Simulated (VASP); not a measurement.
Level of theory: LDA (Ceperley-Alder, Perdew-Zunger), VASP's LDA PAW potentials (set 64) (plane waves; VASP).

The input files of a VASP run:

**KPOINTS**
```
k-points along high-symmetry lines
15
Line-mode
Reciprocal
  0.000000   0.000000   0.000000 ! GAMMA
 -0.500000  -0.500000   0.000000 ! X

 -0.500000  -0.500000   0.000000 ! X
 -0.375000  -0.375000   0.250000 ! U

 -0.375000   0.000000   0.375000 ! K
  0.000000   0.000000   0.000000 ! GAMMA

  0.000000   0.000000   0.000000 ! GAMMA
  0.000000   0.000000   0.500000 ! L

  0.000000   0.000000   0.500000 ! L
 -0.500000  -0.250000   0.250000 ! W

 -0.500000  -0.250000   0.250000 ! W
 -0.500000  -0.500000   0.000000 ! X
```

### INCAR
```
! general
SYSTEM =ZnS
PREC   =Accurate
ENCUT  =400
LREAL  =.FALSE.
LASPH  =.TRUE.
ICHARG =11

! electronic loop
EDIFF  =1E-7
NELM   =100
ALGO   =Normal
LMAXMIX=4

! smearing
ISMEAR =0
SIGMA  =0.05

! output
LWAVE  =.FALSE.
LCHARG =.FALSE.
LORBIT =11
```

### POSCAR
```
ZnS
1
    0.0000000000     2.6492611863     2.6492611863
    2.6492611863     0.0000000000     2.6492611863
    2.6492611863     2.6492611863     0.0000000000
Zn S
1 1
Direct
  0.0000000000   0.0000000000   0.0000000000
  0.2500000000   0.2500000000   0.2500000000
```

POTCAR, in this order: Zn S (LDA.64 set). Program: vasp_std. Read from the step before: CHGCAR.

What will the output report for the number of irreducible k-points (NKPTS), number of bands (NBANDS), largest plane-wave count, number of space-group operations, FFT grid (NGX, NGY, NGZ)?

```
Quantity                                      Result
--------------------------------------  ------------
number of irreducible k-points (NKPTS)            90
number of bands (NBANDS)                          13
largest plane-wave count                         692
number of space-group operations                  24
FFT grid (NGX, NGY, NGZ)                24 × 24 × 24
```

The compound is ZnS in the zinc blende structure. It was relaxed first, which changed the volume by -6 %.
